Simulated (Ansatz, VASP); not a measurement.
# Two plane-wave programs on GaB2As3

```xyz
6
Lattice="4.3176 0.0000 0.0000 -2.1588 3.7391 0.0000 0.0000 0.0000 6.2421" Properties=species:S:1:pos:R:3 pbc="T T T"
Ga    0.0000    0.0000    0.0000
B     2.1588    1.2464    2.2821
B     0.0000    2.4928    3.9600
As    0.0000    0.0000    3.1211
As    2.1588    1.2464    4.4446
As    0.0000    2.4928    1.7975
```

Change from the starting cell: species swapped into the Li3GdBi2 type (P-3m1, No. 164).

Alike in both runs: functional PBE; k mesh 6 × 6 × 4; occupations gaussian, width 0.1 eV; no spin polarisation.

Ansatz relaxed the structure, and its values are those at the end. VASP's run is a single point on that final structure, the one shown.

|  | VASP | Ansatz |
| --- | --- | --- |
| version | VASP 6.6.1 | Ansatz 0.2.0 |
| potentials or method | VASP PAW PBE potentials, release 64 (Ga_d, B, As) | scalar-relativistic, plane waves, PAW |
| plane-wave cutoff (eV) | 520 | 420 |
| valence electrons in the cell | 34 | 64 |

```csv
,VASP,Ansatz,Ansatz less VASP
gap on the k mesh at the Fermi level (eV),none,none,-
pressure (GPa),0.0,-0.2,-0.18
rms of the force components (eV/Å),0.024,0.008,-0.0162
```

A gap of «none» marks a metal or a gap that the smearing closes. The two sets of potentials don't hold the same shells in valence.
